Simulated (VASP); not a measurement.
The system is HfO2.

```xyz
6
Lattice="3.6043 0.0000 0.0000 0.0000 3.6043 0.0000 0.0000 0.0000 5.2636" Properties=species:S:1:pos:R:3 pbc="T T T"
Hf    1.8022    1.8022    2.6318
Hf    0.0000    0.0000    0.0000
O     0.0000    1.8022    3.6492
O     1.8022    0.0000    4.2461
O     1.8022    0.0000    1.6144
O     0.0000    1.8022    1.0174
```

Measurements of this composition are mostly on another form, of space group No. 14.

| Quantity | Value |
| --- | --- |
| Program | VASP 6.6.1 |
| Task | relaxation of cell and atoms |
| Functional | LDA |
| Potentials or basis | VASP PAW LDA potentials, release 64 (Hf_pv, O) |
| Cutoff | 600 eV |
| k mesh | 6 × 6 × 4 |
| Occupations | fermi-dirac, width 0.05 eV |
| Spin | no spin polarisation |

At the start: pressure -16.3 GPa; volume 11.40 Å³/atom.

Where does the relaxation end?

Over 13 steps the energy falls by 46.7 meV/atom and the volume is 10.50 Å³/atom (-7.9 %); space group P4_2/nmc (No. 137, to 0.05 Å).

Step by step:
```csv
step,energy change (eV),largest force (eV/Å),pressure (GPa),volume (Å³)
1,0.0000,0.1506,-16.34,68.38
2,0.4546,1.1372,37.25,57.51
3,-0.2397,0.2578,-0.71,64.09
4,-0.2399,0.2702,-0.24,63.98
5,-0.2398,0.2796,0.15,63.89
6,-0.2542,0.2418,0.26,63.66
7,-0.2668,0.1451,0.92,62.95
8,-0.2679,0.1646,0.72,63.11
9,-0.2773,0.0602,-0.61,63.25
10,-0.2786,0.0115,-1.25,63.32
11,-0.2793,0.0123,0.86,62.78
12,-0.2801,0.0119,-0.02,63.01
13,-0.2802,0.0139,0.07,62.98
```

Final structure:
```
CELL_PARAMETERS angstrom
3.52315 0.00000 0.00000
0.00000 3.52315 0.00000
0.00000 0.00000 5.07359
ATOMIC_POSITIONS crystal
Hf 0.50000 0.50000 0.50000
Hf 0.00000 0.00000 0.00000
O 0.00000 0.50000 0.70545
O 0.50000 0.00000 0.79455
O 0.50000 0.00000 0.29455
O 0.00000 0.50000 0.20545
```
